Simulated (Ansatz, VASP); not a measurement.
One calculation of ZrHg, two programs

```
Zr Hg
1.0
     3.06993    0.00000    0.00000
     0.00000    3.06993    0.00000
     0.00000    0.00000    4.22314
Zr Hg
1 1
Cartesian
  1.5350 1.5350 2.1116
  0.0000 0.0000 0.0000
```

Alike in both runs: functional LDA; k mesh 14 × 14 × 10; occupations gaussian, width 0.1 eV; no spin polarisation.

Ansatz relaxed the structure, and its values are those at the end. VASP's run is a single point on that final structure, the one shown.

|  | VASP | Ansatz |
| --- | --- | --- |
| version | VASP 6.6.1 | Ansatz 0.2.0 |
| potentials or method | VASP PAW LDA potentials, release 64 (Zr_sv, Hg) | scalar-relativistic, plane waves, PAW |
| plane-wave cutoff (eV) | 520 | 420 |
| valence electrons in the cell | 24 | 32 |

Ansatz gave:

| Property | Result |
| --- | --- |
| gap on the k mesh at the Fermi level (eV) | none |
| pressure (GPa) | 0.0 |

Which values does VASP return?

gap on the k mesh at the Fermi level (eV): none; pressure (GPa): 0.9.

A gap of «none» marks a metal or a gap that the smearing closes. The two sets of potentials don't hold the same shells in valence.

Spin-orbit coupling is left out, which matters for the levels of Hg.
